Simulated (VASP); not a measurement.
Level of theory: PBEsol GGA with spin-orbit coupling, VASP's PBE PAW potentials (set 64) (plane waves; VASP).

Input for VASP

INCAR:
```
ALGO = Normal
EDIFF = 1E-6
ENCUT = 300
GGA = PS
GGA_COMPAT = .False.
ISIF = 2
ISMEAR = 0
LASPH = .True.
LCHARG = .False.
LMAXMIX = 6
LNONCOLLINEAR = .True.
LORBIT = 11
LREAL = .False.
LSORBIT = .True.
LWAVE = .False.
MAGMOM = 0.0 0.0 7.0 0.0 0.0 0.0
NELM = 100
PREC = Accurate
SIGMA = 0.136
SYSTEM = GdSe
```

**POSCAR**
```
GdSe
2.88550
  0.0000000000   1.0000000000   1.0000000000
  1.0000000000   0.0000000000   1.0000000000
  1.0000000000   1.0000000000   0.0000000000
Gd Se
1 1
Direct
  0.0000000000   0.0000000000   0.0000000000
  0.5000000000   0.5000000000   0.5000000000
```

KPOINTS:
```
Regular mesh
0
gamma
5 5 5
0 0 0
```

POTCAR, in this order: Gd Se (PBE.64 set). Program: vasp_ncl.

Task: What will the output report for the number of irreducible k-points (NKPTS), largest plane-wave count, number of space-group operations, FFT grid (NGX, NGY, NGZ)?

Result: 
| Quantity | Value |
|---|---|
| number of irreducible k-points (NKPTS) | 21 |
| largest plane-wave count | 1144 |
| number of space-group operations | 8 |
| FFT grid (NGX, NGY, NGZ) | 24 × 24 × 24 |

The structure comes from a measured GdSe entry of the Crystallography Open Database, whose conditions weren't checked. The cell was not relaxed at this level. The k-mesh is coarse (spacing up to 0.38 per Å, 2π included), so the numbers may not be converged in it. The run is one of a series of settings (GGA_COMPAT = .FALSE., ISPIN removed, LNONCOLLINEAR = .TRUE., LSORBIT = .TRUE., MAGMOM = 0.0 0.0 7.0 0.0 0.0 0.0, program vasp_ncl against the base run), some of them coarse on purpose.
